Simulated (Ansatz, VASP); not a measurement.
# SrTiO3 (Tausonite) in two plane-wave programs, part 2 of 2

Aim: how closely do two programs agree when they are given the same cell, functional and k mesh?

VASP 6.6.1 and Ansatz 0.2.0.

So far: The starting structure; VASP: band structure, PBE; Ansatz: band structure, PBE; Comparison.

## Step 5: Further runs

Further runs change the set-up of one program: Ansatz's method, potentials or start, or VASP's data sets, cutoff or form of LDA. The table gives Ansatz less VASP for each quantity, since a change that brings one quantity closer may part another.

| run | gap over the path points (eV) |
| --- | --- |
| as above | 0.0096 |
| Ansatz's all-electron LAPW method | 0.0036 |
| Ansatz's larger PAW set (cutoff 910 eV) | 0.0033 |
| norm-conserving potentials (cutoff 1240 eV) | 0.011 |

## Step 6: VASP: single point, PBE

A single point gives forces, pressure and levels at one fixed geometry, so differences don't come from the geometry; what else differs is listed under the comparison. The cell compared in this pair holds 61.35 Å³, against 59.56 Å³ for the pair before.

INCAR reads:

```
SYSTEM = SrTiO3
PREC = Accurate
ENCUT = 440
EDIFF = 1E-08
NELM = 100
ISMEAR = 0
SIGMA = 0.01
LREAL = .FALSE.
ALGO = Normal
GGA = PE
NBANDS = 26
LASPH = .TRUE.
LORBIT = 11
LWAVE = .TRUE.
LCHARG = .FALSE.
KPAR = 8
```

POSCAR reads:

```
SrTiO3
1.0
    3.9439486534      0.0000000000      0.0000000000
    0.0000000000      3.9439486534      0.0000000000
    0.0000000000      0.0000000000      3.9439486534
Sr Ti O
1 1 3
Direct
    0.5000000000      0.5000000000      0.5000000000
    0.0000000000      0.0000000000      0.0000000000
    0.5000000000      0.0000000000      0.0000000000
    0.0000000000      0.5000000000      0.0000000000
    0.0000000000      0.0000000000      0.5000000000
```

KPOINTS reads:

```
Automatic mesh
0
Gamma
4 4 4
0 0 0
```

Potentials, in the order of the species: Sr_sv_GW, Ti_sv_GW and O_GW (PBE family, release 64).

Launch:

```console
$ mpirun -np 8 vasp_std
```

Numbers of over 12 decimals in the logs are rounded to 6 here.

The log of the run:

```text
[banner, memory and clock lines left out]
running    8 mpi-ranks, on    1 nodes
[...]
[... a notice as in an earlier step ...]

 LDA part: xc-table for (Slater+PW92), standard interpolation
 POSCAR, INCAR and KPOINTS ok, starting setup
[...]
entering main loop
       N       E                     dE             d eps       ncg     rms          rms(c)
DAV:   1     0.506330972328E+03    0.50633E+03   -0.19430E+04   592   0.143E+03
DAV:   2    -0.132903970227E+02   -0.51962E+03   -0.50093E+03   884   0.688E+02
DAV:   3    -0.604150864518E+02   -0.47125E+02   -0.46734E+02   870   0.235E+02
DAV:   4    -0.620179584262E+02   -0.16029E+01   -0.15985E+01   880   0.367E+01
[...]
DAV:  19    -0.471205346543E+02   -0.43448E-07   -0.89157E-08   752   0.326E-03    0.101E-03
DAV:  20    -0.471205346769E+02   -0.22636E-07   -0.56729E-09   456   0.106E-03    0.106E-03
DAV:  21    -0.471205346741E+02    0.28144E-08   -0.28457E-09   436   0.791E-04
   1 F= -.47120535E+02 E0= -.47120535E+02  d E =-.100872E-28
 writing wavefunctions
```

From OUTCAR (step 6):

```text
  Total       -1.5676377     -1.5676377     -1.5676377     -0.0000000     -0.0000000      0.0000000
  in kB      -40.9413834    -40.9413834    -40.9413834     -0.0000000     -0.0000000      0.0000000
  external PRESSURE =     -40.9413834 kB  Pullay stress =       0.0000000 kB

 POSITION                                       TOTAL-FORCE (eV/Angst)
 -----------------------------------------------------------------------------------
      1.97197      1.97197      1.97197         0.000000      0.000000      0.000000
      0.00000      0.00000      0.00000         0.000000      0.000000      0.000000
      1.97197      0.00000      0.00000         0.000000      0.000000      0.000000
      0.00000      1.97197      0.00000         0.000000      0.000000      0.000000
      0.00000      0.00000      1.97197         0.000000      0.000000      0.000000
 -----------------------------------------------------------------------------------
    total drift:                               -0.000000      0.000000     -0.000000

  FREE ENERGIE OF THE ION-ELECTRON SYSTEM (eV)
  ---------------------------------------------------
  free  energy   TOTEN  =       -47.1205346741 eV

  energy  without entropy=      -47.1205346741  energy(sigma->0) =      -47.12053467

[... 1 part as in an earlier step ...]

[... 2 further parts left out ...]
[key lines of the parts left out:]
E-fermi :   4.8346
```

The run ends at a pressure of -4.09 GPa.

## Step 7: Ansatz: single point, PBE

The same cell, functional, mesh and smearing now go to Ansatz, which takes its cutoff from its data sets.

input.yaml reads:

```yaml
crystal:
  lattice:
    - [3.9439486534, 0.0, 0.0]
    - [0.0, 3.9439486534, 0.0]
    - [0.0, 0.0, 3.9439486534]
  atoms:
    - { symbol: Sr, position: [0.5, 0.5, 0.5] }
    - { symbol: Ti, position: [0.0, 0.0, 0.0] }
    - { symbol: O, position: [0.5, 0.0, 0.0] }
    - { symbol: O, position: [0.0, 0.5, 0.0] }
    - { symbol: O, position: [0.0, 0.0, 0.5] }
hamiltonian:
  xc: pbe
  pseudopotentials: { kind: paw }
kpoints:
  mp_grid: { grid: [4, 4, 4] }
scf:
  occupations: { method: gaussian, width: 0.01 }
  n_extra_bands: 5
output:
  forces: true
  stress: true
  eigenvalues: true
```

Launch:

```console
$ ansatz run input.yaml --threads 2 --pin off --max-ram 4608MiB --backend cpu --events-out ev --progress --plain --runs-dir out
```

The log of the run:

```text
[...]
Crystal: 5 atoms, lattice volume = 61.347 Å³
Basis set: ecut = 420 eV, 1213 PW (Γ), exchange–correlation on 54×54×54 points (8 copies of the dense FFT grid, shifted against one another)
Bands: 25, of which v1, the nominal top of the filled ones, is band 20 counted from 1 (19 counted from 0)
Symmetry: 48 space group operations
[...]
k-points: 10 of 64
[...]
k-point 0: bands = [... 16 lower, 8.4624, 9.2236, 9.2236, 9.2236, 11.3968, 11.3968, 11.3968, 13.7015, ... 1 higher]
  k-point 1: bands = [... 16 lower, 7.9507, 8.0514, 8.9909, 8.9909, 11.4708, 12.4032, 12.4032, 13.7070, ... 1 higher]
  k-point 2: bands = [... 16 lower, 7.3083, 7.7009, 8.8621, 8.8621, 11.5482, 13.2215, 13.2215, 13.7111, ... 1 higher]
  k-point 9: bands = [... 16 lower, 5.9444, 9.5855, 9.5855, 9.5855, 13.8681, 13.8681, 13.8681, 16.4428, ... 1 higher]
[key lines of the parts left out:]
SCF converged after 6 iterations
Free energy (F): -7754.469284 eV
Fermi energy:    10.491121 eV
P = ⅓ Tr σ = -0.9200 GPa (-9.200 kbar)
```

Wall time 1.2 s (2 threads of Arm Neoverse N1, shared host); peak memory 0.3 GiB.

The run ends at a pressure of -0.92 GPa.

## Step 8: Side by side

Compared:

```csv
quantity,Ansatz,VASP,difference
gap on the k mesh (eV),1.811,1.805,+0.006
```

Not compared: the pressure (VASP's GW data sets at this cutoff don't carry it). A gap on the mesh is an upper bound, since the band edges may lie between its points.

## Step 9: Further runs

Further runs change the set-up of one program: Ansatz's method, potentials or start, or VASP's data sets, cutoff or form of LDA. The table gives Ansatz less VASP for each quantity, since a change that brings one quantity closer may part another.

```csv
run,gap on the k mesh (eV)
as above,0.0063
Ansatz's all-electron LAPW method,-3.0e-5
Ansatz's larger PAW set (cutoff 910 eV),-4.8e-4
norm-conserving potentials (cutoff 1240 eV),0.0065
```

## Step 10: What came out

| Property | Result |
| --- | --- |
| difference in gap over the path points (band structure, PBE) | 0.0096 eV |
| difference in gap on the k mesh (single point, PBE) | 0.0063 eV |

**Reading.** The difference in gap over the path points is 0.0096 eV (band structure, PBE), within the 0.08 eV picked in this series as the mark of a large difference. Band structure, PBE, Ansatz's all-electron LAPW method: the difference in gap over the path points goes from 0.0096 to 0.0036 eV. Band structure, PBE, Ansatz's larger PAW set (cutoff 910 eV): the difference in gap over the path points goes from 0.0096 to 0.0033 eV. Single point, PBE, Ansatz's all-electron LAPW method: the difference in gap on the k mesh goes from 0.0063 to -3.0e-5 eV. Single point, PBE, Ansatz's larger PAW set (cutoff 910 eV): the difference in gap on the k mesh goes from 0.0063 to -4.8e-4 eV. 1 further run of this series is not shown here. How closely two codes agree says nothing of how well the functional describes the real material.

[Lines on the potential files, build, host, timing and source positions are cut from VASP's logs without a mark.]

[Logs are printed without paths, hosts, clocks, repeated set-up lines and the standing remarks that a program may print on its own settings, such as how far it seeks lower states.]

[Hosts, paths, dates, database ids (printed as entryN), source tags and the programs' standing remarks are cut or masked in the printed files.]
